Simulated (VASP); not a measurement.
Cu (fcc): the lattice constant a from VASP (plane waves, PAW) at several levels of theory. Static lattice.

```json
[
 {"level": "LDA", "lattice constant a (Å)": "3.525", "error against measurement": "-1.9 %"},
 {"level": "PBE", "lattice constant a (Å)": "3.633", "error against measurement": "+1.1 %"},
 {"level": "PBEsol", "lattice constant a (Å)": "3.568", "error against measurement": "-0.8 %"},
 {"level": "PBE-D4", "lattice constant a (Å)": "3.576", "error against measurement": "-0.5 %"},
 {"level": "rev-vdW-DF2", "lattice constant a (Å)": "3.605", "error against measurement": "+0.3 %"},
 {"level": "revTPSS", "lattice constant a (Å)": "3.566", "error against measurement": "-0.8 %"},
 {"level": "SCAN", "lattice constant a (Å)": "3.567", "error against measurement": "-0.8 %"},
 {"level": "r2SCAN", "lattice constant a (Å)": "3.581", "error against measurement": "-0.4 %"},
 {"level": "r2SCAN+rVV10", "lattice constant a (Å)": "3.568", "error against measurement": "-0.7 %"}
]
```

Measured: 3.595 Å at 0 K (as given by Gábor I. Csonka et al., Physical Review B (2009), arXiv:0903.4037; low-temperature or extrapolated to 0 K; zero-point anharmonic expansion removed).

The cell of the LDA run:

```
Cu
1.0
    0.00000     1.76249     1.76249
    1.76249     0.00000     1.76249
    1.76249     1.76249     0.00000
Cu
1
Cartesian
  0.00000   0.00000   0.00000
```

Only levels that ran to the end are used. Left out are those held back, those with too coarse a band path, GW runs whose mesh misses a band edge, hybrids' fits of cells that aren't cubic and levels without matching references; a question may draw on a part of the rest.

The compound is Cu in the fcc structure.
